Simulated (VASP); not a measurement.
Given:

```
CELL_PARAMETERS angstrom
      0.00000     2.17979     2.17979
      2.17979     0.00000     2.17979
      2.17979     2.17979     0.00000
ATOMIC_POSITIONS crystal
  Be 0.25000 0.25000 0.25000
  Be 0.75000 0.75000 0.75000
  C  0.00000 0.00000 0.00000
```

Level of theory: RPBE GGA, VASP's PBE PAW potentials (set 64) (plane waves; VASP). Settings: 520 eV cut-off, 10×10×10 Γ-centred mesh, tetrahedra with Blöchl corrections, potentials Be C.

Q: What does the run give for the energy per atom (σ→0), band gap (on the k-mesh) with the smallest direct gap where there is one?

A: 
```json
{
 "band gap (on the k-mesh)": "1.13 eV",
 "smallest direct gap (on the k-mesh)": "4.15 eV",
 "energy per atom (σ→0)": "-5.484 eV/atom"
}
```

The absolute energy has meaning only against runs of the same code, potentials and settings.

The compound is Be2C in the antifluorite structure. It was relaxed first.
